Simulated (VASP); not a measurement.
**Lattice of Si2Ni across functionals and dispersion corrections**

Aim: relax Si2Ni at several levels and hold each cell against experiment. The levels: PBE, LDA, r2SCAN and PBE + D3(BJ). The start is a cell from a database of measured crystal structures.

Method: PBE, spin-polarised from a ferromagnetic start (one magnetic atom a cell); plane waves and PAW (Si, Ni), in the first sound run; inputs show where later runs differ, in VASP 6.6.1.

Experimental background.

“Metallic Nickel Silicides: Experiments and Theory for NiSi and First Principles Calculations for Other Phases” (2016, arxiv:1602.05840) quotes from earlier work for NiSi2, cubic Fm-3m (bulk crystal): lattice constant a (cubic lattice parameter) 5.406 Å [literature experimental value used as calculation input].

## Step 1: Set-up

Before any relaxation, the start is as follows. Symmetry: Fm-3m, No. 225, cubic system. Conventional cell: a = 5.406 Å, b = 5.406 Å, c = 5.406 Å, α = 90.00°, β = 90.00°, γ = 90.00°. Si has 4 Ni at 2.34 Å nearest. Ni has 8 Si at 2.34 Å nearest. Farther neighbours are not listed.

Structure file:

```xyz
3
Lattice="0.0000 2.7030 2.7030 2.7030 0.0000 2.7030 2.7030 2.7030 0.0000" Properties=species:S:1:pos:R:3 pbc="T T T"
Si    1.3515    1.3515    1.3515
Si    4.0545    4.0545    4.0545
Ni    0.0000    0.0000    0.0000
```

## Step 2: Relaxation with PBE

The start need not lie at this functional's minimum. ISIF = 3 frees volume, shape and positions, and EDIFFG sets the threshold on forces and stress at which the search stops. PBE, the usual starting point, adds the gradient of the density.

The input, INCAR:

```
SYSTEM = Si2Ni
PREC = Accurate
ENCUT = 520
EDIFF = 1E-06
NELM = 100
ISMEAR = -1
SIGMA = 0.05
LREAL = .FALSE.
ALGO = Normal
GGA = PE
NBANDS = 17
ISPIN = 2
MAGMOM = 0 0 1
LASPH = .TRUE.
LMAXMIX = 4
LORBIT = 11
LWAVE = .FALSE.
LCHARG = .FALSE.
KPAR = 2
IBRION = 2
NSW = 60
ISIF = 3
EDIFFG = -0.01
```

The input, POSCAR:

```
Si2Ni
1.0
    0.0000000000      2.7030000000      2.7030000000
    2.7030000000      0.0000000000      2.7030000000
    2.7030000000      2.7030000000      0.0000000000
Si Ni
2 1
Direct
    0.2500000000      0.2500000000      0.2500000000
    0.7500000000      0.7500000000      0.7500000000
    0.0000000000      0.0000000000      0.0000000000
```

The input, KPOINTS:

```
Automatic mesh
0
Gamma
7 7 7
0 0 0
```

The projector-augmented-wave data sets are Si and Ni (PBE family, release 64).

Started as:

```bash
$ mpirun -np 2 vasp_std
```

The program printed:

```text
[banner, memory and clock lines left out]
running    2 mpi-ranks, on    1 nodes
 distrk:  each k-point on    1 cores,    2 groups
 distr:  one band on    1 cores,    1 groups

 POSCAR found type information on POSCAR SiNi
 POSCAR found :  2 types and       3 ions
 LDA part: xc-table for (Slater+PW92), standard interpolation
 POSCAR, INCAR and KPOINTS ok, starting setup
 FFT: planning ... GRIDC
 FFT: planning ... GRID_SOFT
 FFT: planning ... GRID
 WAVECAR not read
 entering main loop
       N       E                     dE             d eps       ncg     rms          rms(c)
DAV:   1     0.681905220316E+02    0.68191E+02   -0.72876E+03  1360   0.105E+03
DAV:   2    -0.153033773447E+02   -0.83494E+02   -0.75692E+02  1499   0.213E+02
DAV:   3    -0.192108909539E+02   -0.39075E+01   -0.38126E+01  1721   0.501E+01
DAV:   4    -0.192785073281E+02   -0.67616E-01   -0.67316E-01  1600   0.583E+00
DAV:   5    -0.192800423874E+02   -0.15351E-02   -0.15349E-02  1694   0.963E-01    0.171E+01
DAV:   6    -0.241245405813E+02   -0.48445E+01   -0.36667E+01  1427   0.139E+02    0.249E+01
DAV:   7    -0.174988835129E+02    0.66257E+01   -0.11599E+01  1711   0.867E+01    0.360E+00
DAV:   8    -0.174198572857E+02    0.79026E-01   -0.14481E+00  1812   0.182E+01    0.257E+00
DAV:   9    -0.173786771269E+02    0.41180E-01   -0.20359E-01  1648   0.765E+00    0.547E-01
DAV:  10    -0.173784570879E+02    0.22004E-03   -0.57476E-03  1839   0.901E-01    0.341E-01
DAV:  11    -0.173784426095E+02    0.14478E-04   -0.77624E-04  1609   0.397E-01    0.156E-01
DAV:  12    -0.173784793826E+02   -0.36773E-04   -0.88776E-05  1583   0.768E-02    0.344E-02
DAV:  13    -0.173784909421E+02   -0.11559E-04   -0.89029E-06  1526   0.277E-02    0.136E-02
DAV:  14    -0.173784936063E+02   -0.26642E-05   -0.60856E-06  1467   0.337E-02    0.815E-03
DAV:  15    -0.173784934067E+02    0.19959E-06   -0.70795E-07  1186   0.834E-03
   1 F= -.17378493E+02 E0= -.17375037E+02  d E =-.173785E+02  mag=    -0.0000
 curvature:   0.00 expect dE= 0.000E+00 dE for cont linesearch  0.000E+00
 trial: gam= 0.00000 g(F)=  0.209E-47 g(S)=  0.250E-01 ort = 0.000E+00 (trialstep = 0.100E+01)
 search vector abs. value=  0.250E-01
 bond charge predicted
       N       E                     dE             d eps       ncg     rms          rms(c)
DAV:   1    -0.177216235021E+02   -0.34313E+00   -0.24475E+00  1404   0.300E+01    0.564E+00
DAV:   2    -0.185018320844E+02   -0.78021E+00   -0.48979E+00  1664   0.561E+01    0.975E+00
DAV:   3    -0.173969296710E+02    0.11049E+01   -0.26846E+00  1431   0.368E+01    0.140E+00
DAV:   4    -0.173847631743E+02    0.12166E-01   -0.57671E-02  1574   0.324E+00    0.635E-01
DAV:   5    -0.173810233643E+02    0.37398E-02   -0.36105E-03  2116   0.919E-01    0.171E-01
DAV:   6    -0.173808185674E+02    0.20480E-03   -0.39177E-04  2070   0.296E-01    0.425E-02
DAV:   7    -0.173808261369E+02   -0.75694E-05   -0.34406E-05  1605   0.428E-02    0.153E-02
DAV:   8    -0.173808265083E+02   -0.37141E-06   -0.11204E-06   892   0.116E-02
   2 F= -.17380827E+02 E0= -.17377145E+02  d E =-.233310E-02  mag=    -0.0000
 trial-energy change:   -0.002333  1 .order   -0.002277   -0.025000    0.020445
 step:   0.5519(harm=  0.5501)  dis= 0.00000  next Energy=   -17.385402 (dE=-0.691E-02)
 bond charge predicted
       N       E                     dE             d eps       ncg     rms          rms(c)
DAV:   1    -0.174543422262E+02   -0.73516E-01   -0.48737E-01  1408   0.132E+01    0.253E+00
DAV:   2    -0.176064749347E+02   -0.15213E+00   -0.10611E+00  1486   0.251E+01    0.412E+00
DAV:   3    -0.173866791405E+02    0.21980E+00   -0.46539E-01  1492   0.177E+01    0.351E-01
DAV:   4    -0.173859029398E+02    0.77620E-03   -0.12134E-02  1381   0.572E-01    0.220E-01
DAV:   5    -0.173853741893E+02    0.52875E-03   -0.69912E-04  1817   0.607E-01    0.451E-02
DAV:   6    -0.173853817896E+02   -0.76003E-05   -0.90039E-05  1807   0.756E-02    0.205E-02
DAV:   7    -0.173853836096E+02   -0.18200E-05   -0.49418E-06  1460   0.181E-02    0.464E-03
DAV:   8    -0.173853831734E+02    0.43616E-06   -0.22091E-07   714   0.745E-03
   3 F= -.17385383E+02 E0= -.17381846E+02  d E =-.688977E-02  mag=    -0.0000
 curvature:  -0.28 expect dE=-0.141E-07 dE for cont linesearch -0.141E-07
 trial: gam=-0.00143 g(F)=  0.351E-47 g(S)=  0.511E-07 ort = 0.357E-04 (trialstep = 0.910E+00)
 search vector abs. value=  0.100E-09
 reached required accuracy - stopping structural energy minimisation
```

Elapsed: 38 s, on 2 MPI ranks of AMD EPYC 7R43, shared host; peak memory 0.3 GiB.

Lines that name or quote the potential files are left out of all logs, and their timing lines are given in words.

From OUTCAR (step 2):

```text
ion  position               nearest neighbor table
   1  0.250  0.250  0.250-   3 2.34   3 2.34   3 2.34   3 2.34   2 2.70   2 2.70   2 2.70   2 2.70
                             2 2.70   2 2.70
   2  0.750  0.750  0.750-   3 2.34   3 2.34   3 2.34   3 2.34   1 2.70   1 2.70   1 2.70   1 2.70
                             1 2.70   1 2.70
   3  0.000  0.000  0.000-   2 2.34   1 2.34   2 2.34   1 2.34   2 2.34   2 2.34   1 2.34   1 2.34

  LATTYP: Found a face centered cubic cell.
 ALAT       =     5.4060000000

 Subroutine GETGRP returns: Found 48 space group operations
 (whereof 48 operations were pure point group operations)

The static configuration has the point symmetry O_h .

 Found     20 irreducible k-points:

   k-points           NKPTS =     20   k-points in BZ     NKDIM =     20   number of bands    NBANDS=     17

   dimension x,y,z NGX =    28 NGY =   28 NGZ =   28
   dimension x,y,z NGXF=    56 NGYF=   56 NGZF=   56

   ENCUT  =  520.0 eV  38.22 Ry    6.18 a.u.   7.11  7.11  7.11*2*pi/ulx,y,z

   NELECT =      18.0000    total number of electrons

 k-points in reciprocal lattice and weights: Automatic mesh
   0.00000000  0.00000000  0.00000000       0.003
   0.14285714  0.00000000  0.00000000       0.023
   0.28571429  0.00000000  0.00000000       0.023
   0.42857143  0.00000000  0.00000000       0.023
   0.14285714  0.14285714  0.00000000       0.017
   0.28571429  0.14285714  0.00000000       0.070
   0.42857143  0.14285714  0.00000000       0.070
  -0.42857143  0.14285714  0.00000000       0.070
  -0.28571429  0.14285714  0.00000000       0.070
[...]
-0.42857143  0.42857143  0.14285714       0.070
  -0.28571429  0.42857143  0.14285714       0.070

 average (electrostatic) potential at core
       1 -80.1610       2 -80.1610       3 -82.5403

 E-fermi :  10.0766

 spin component 1
 k-point     1 :       0.0000    0.0000    0.0000
  band No.  band energies     occupation
    ...
      3       5.0876      1.00000
      4       5.0876      1.00000
      5       6.7552      1.00000
      6       6.7552      1.00000
      7       9.7228      0.99916
      8      11.8396      0.00000
      9      11.8396      0.00000
     10      11.8396      0.00000
     11      12.4885      0.00000
     12      12.4885      0.00000
    ...

 k-point     2 :       0.1429    0.0000    0.0000
  band No.  band energies     occupation
    ...
      3       5.1789      1.00000
      4       5.1789      1.00000
      5       6.7075      1.00000
      6       6.7075      1.00000
      7       9.0662      1.00000
      8      10.7193      0.00000
      9      10.9023      0.00000
     10      10.9023      0.00000
     11      13.1352      0.00000
     12      13.1352      0.00000
    ...

 k-point     3 :       0.2857    0.0000    0.0000
  band No.  band energies     occupation
    ...
      5       6.6897      1.00000
      6       6.6897      1.00000
      7       7.4282      1.00000
      8       9.7998      0.99607
      9       9.7998      0.99607
     10      11.3459      0.00000
     11      12.4330      0.00000
     12      12.4330      0.00000
     13      13.3662      0.00000
     14      16.1505      0.00000
    ...

 k-point     4 :       0.4286    0.0000    0.0000
  band No.  band energies     occupation
    ...
      5       6.6373      1.00000
      6       6.8736      1.00000
      7       6.8736      1.00000
      8       8.9251      1.00000
      9       8.9251      1.00000
     10      11.8536      0.00000
     11      12.0110      0.00000
     12      12.0110      0.00000
     13      12.7601      0.00000
     14      18.5364      0.00000
    ...

 k-point     5 :       0.1429    0.1429    0.0000
  band No.  band energies     occupation
    ...
      5       6.5024      1.00000
      6       6.8262      1.00000
      7       9.7032      0.99943
      8       9.8037      0.99575
      9       9.8037      0.99575
     10      10.7696      0.00000
     11      12.9716      0.00000
     12      13.0542      0.00000
     13      14.8485      0.00000
     14      14.8485      0.00000
    ...

 k-point     6 :       0.2857    0.1429    0.0000
  band No.  band energies     occupation
    ...
      5       6.2361      1.00000
      6       6.8809      1.00000
      7       7.8055      1.00000
      8       8.9038      1.00000
      9       9.4242      1.00000
     10      10.5262      0.00012
     11      13.1976      0.00000
     12      13.6601      0.00000
     13      14.2304      0.00000
     14      14.9148      0.00000
    ...

  Total        0.0010290      0.0010290      0.0010290      0.0000000      0.0000000     -0.0000000
  in kB        0.0409517      0.0409517      0.0409517      0.0000000      0.0000000     -0.0000000
  external PRESSURE =       0.0409517 kB  Pullay stress =       0.0000000 kB

  energy-cutoff  :      520.00
  volume of cell :       40.26
      direct lattice vectors                 reciprocal lattice vectors
     0.000000000  2.720270072  2.720270072    -0.183805279  0.183805279  0.183805279
     2.720270072  0.000000000  2.720270072     0.183805279 -0.183805279  0.183805279
     2.720270072  2.720270072 -0.000000000     0.183805279  0.183805279 -0.183805279

 POSITION                                       TOTAL-FORCE (eV/Angst)
 -----------------------------------------------------------------------------------
      1.36014      1.36014      1.36014         0.000000     -0.000000      0.000000
      4.08041      4.08041      4.08041        -0.000000      0.000000     -0.000000
      0.00000      0.00000      0.00000         0.000000      0.000000     -0.000000
 -----------------------------------------------------------------------------------
    total drift:                               -0.000000     -0.000000      0.000000

  FREE ENERGIE OF THE ION-ELECTRON SYSTEM (eV)
  ---------------------------------------------------
  free  energy   TOTEN  =       -17.3853831734 eV

  energy  without entropy=      -17.3783087033  energy(sigma->0) =      -17.38184594

 reached required accuracy - stopping structural energy minimisation

 total charge
# of ion       s       p       d       tot
------------------------------------------
    1        0.741   0.834   0.000   1.574
    2        0.741   0.834   0.000   1.574
    3        0.548   0.776   8.435   9.759
--------------------------------------------------
tot          2.030   2.443   8.435  12.908

 magnetization (x)
# of ion       s       p       d       tot
------------------------------------------
    1        0.000   0.000   0.000   0.000
    2        0.000   0.000   0.000   0.000
    3       -0.000  -0.000  -0.000  -0.000
--------------------------------------------------
tot         -0.000   0.000  -0.000  -0.000

[... 2 further parts left out ...]
```

CONTCAR:

```
Si2Ni
   1.00000000000000
     0.0000000000000000    2.7202700716520387    2.7202700716520387
     2.7202700716520387    0.0000000000000000    2.7202700716520387
     2.7202700716520387    2.7202700716520387   -0.0000000000000000
  Si              Ni
     2     1
Direct
     0.2500000000000000    0.2500000000000000    0.2500000000000000
     0.7500000000000000    0.7500000000000000    0.7500000000000000
     0.0000000000000000    0.0000000000000000    0.0000000000000000
```

The moments of the start collapse, so the state is non-magnetic; other starts or orders were not tried. The k-mesh is coarse for a metal. The run keeps the 48 symmetry operations of its start, so it cannot find a distortion of lower symmetry.

Step by step:

```tsv
step	energy less that of the first step (eV)	largest force (eV/Å)	pressure (GPa)	volume (Å³)
1	0.0000	0.0000	2.92	39.50
2	-0.0023	0.0000	-2.31	40.88
3	-0.0069	0.0000	0.00	40.26
```

```tsv
conventional cell, symmetrised	before	after	change
a (Å)	5.406	5.441	+0.6 %
b (Å)	5.406	5.441	+0.6 %
c (Å)	5.406	5.441	+0.6 %
volume (Å³/atom)	13.17	13.42	+1.9 %
```

The relaxed structure:

```xyz
3
Lattice="0.0000 2.7203 2.7203 2.7203 0.0000 2.7203 2.7203 2.7203 0.0000" Properties=species:S:1:pos:R:3 pbc="T T T"
Si    1.3601    1.3601    1.3601
Si    4.0804    4.0804    4.0804
Ni    0.0000    0.0000    0.0000
```

This step gave:

```yaml
electrons: 18
bands: 17
irreducible_k_points: 20
symmetry_operations: 48
free_energy_toten: -17.39 eV
energy_at_zero_smearing: -17.38 eV
fermi_energy: 10.08 eV
pressure: 0.004095 GPa
metallic: yes
scf_cycles_over_all_ionic_steps: 31
```

The spin moment in the PAW sphere vanishes on all atoms.

It ends with forces that vanish by symmetry and a pressure of 0.00 GPa. The volume lies +1.9 % from that of the database's start. The conventional cell has a = 5.441 Å.

[end of part 1 of 3]

[Lines on the potential files, build, host, timing and source positions are cut from VASP's logs without a mark.]

[Logs are printed without paths, hosts, clocks, repeated set-up lines and the standing remarks that a program may print on its own settings, such as how far it seeks lower states.]

[Hosts, paths, dates, database ids (printed as entryN), source tags and the programs' standing remarks are cut or masked in the printed files.]

[A measured line is paired with the nearest computed mode of its activity, which favours agreement.]
